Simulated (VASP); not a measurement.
Wanted: the native input for a VASP 6.6.1 run.

- Task: single point
- Functional: HSE(alpha, omega)
- Potentials or basis: VASP PAW PBE potentials, release 64 (Zn, Ga_d, P)
- Cutoff: 520 eV
- k mesh: 4 × 4 × 3
- Occupations: fermi-dirac, width 0.05 eV
- Spin: no spin polarisation
- Screening parameter: 0.2
- Grid for exact exchange (PRECFOCK): Fast
- Further INCAR settings: ALGO = Normal; EDIFF = 1e-06

Crystal: ZnGaP.

```
Zn Ga P
1.0
     4.01594    0.00000    0.00000
    -2.00797    3.47791    0.00000
     0.00000    0.00000    4.40420
Zn Ga P
1 1 1
Direct
  0.00000 0.00000 0.50000
  0.66667 0.33333 0.00000
  0.33333 0.66667 0.50000
```

The cell was built by a generator and needn't be a form met in nature.

The input as run:

POSCAR

```
ZnGaP
1.0
    4.0159400000      0.0000000000      0.0000000000
   -2.0079700000      3.4779100000      0.0000000000
    0.0000000000      0.0000000000      4.4042000000
Zn Ga P
1 1 1
Direct
    0.0000000000      0.0000000000      0.5000000000
    0.6666700000      0.3333300000      0.0000000000
    0.3333300000      0.6666700000      0.5000000000
```

INCAR.step1

```
ALGO     = Normal         # electronic algorithm
EDIFF    = 1E-5           # SCF threshold, eV
ENCUT    = 520            # plane-wave cutoff, eV
GGA      = PE             # functional
ISIF     = 2              # what is computed and relaxed
ISMEAR   = -1             # smearing method
LASPH    = T              # aspherical terms in the spheres
LCHARG   = F              # write CHGCAR
LREAL    = F              # projectors in reciprocal space
LWAVE    = T              # write WAVECAR
NELM     = 60             # most SCF steps
PREC     = Accurate       # precision mode
SIGMA    = 0.05           # smearing width, eV
```

INCAR.step2

```
AEXX     = 0.25           # exact-exchange fraction
ALGO     = Normal         # electronic algorithm
EDIFF    = 1E-6           # SCF threshold, eV
ENCUT    = 520            # plane-wave cutoff, eV
GGA      = PE             # functional
HFSCREEN = 0.2            # screening, 1/A
ISIF     = 2              # what is computed and relaxed
ISMEAR   = -1             # smearing method
ISTART   = 1            
LASPH    = T              # aspherical terms in the spheres
LCHARG   = F              # write CHGCAR
LHFCALC  = T              # exact exchange
LREAL    = F              # projectors in reciprocal space
LWAVE    = F              # write WAVECAR
NELM     = 60             # most SCF steps
PREC     = Accurate       # precision mode
PRECFOCK = Fast         
SIGMA    = 0.05           # smearing width, eV
```

KPOINTS

```
k-points
0
Gamma
  4 4 3
```

Potentials or basis: VASP PAW PBE potentials, release 64 (Zn, Ga_d, P).

The run is started by

```console
$ cat potpaw_PBE.64/Zn/POTCAR potpaw_PBE.64/Ga_d/POTCAR potpaw_PBE.64/P/POTCAR > POTCAR
$ cp INCAR.step1 INCAR
$ mpirun -np 1 vasp_std > vasp.out
$ cp INCAR.step2 INCAR
$ mpirun -np 1 vasp_std > vasp.out
```

Results of the run:

- Pressure: 1.2 GPa
- Band gap on the k mesh: 0.20 eV, indirect (least direct gap 2.21 eV)

Caveat: the k mesh is coarse (spacing up to 0.48 Å⁻¹), so the values aren't converged, least of all with exact exchange; the PAW data sets were made with another functional, which shifts forces and pressure a little; an odd mesh through Γ misses points on the zone boundary, where band edges often lie.

Run time: 5.7 min on 1 thread of Intel(R) Xeon(R) Platinum 8488C (Sapphire Rapids) (shared host), peak memory 0.3 GiB.
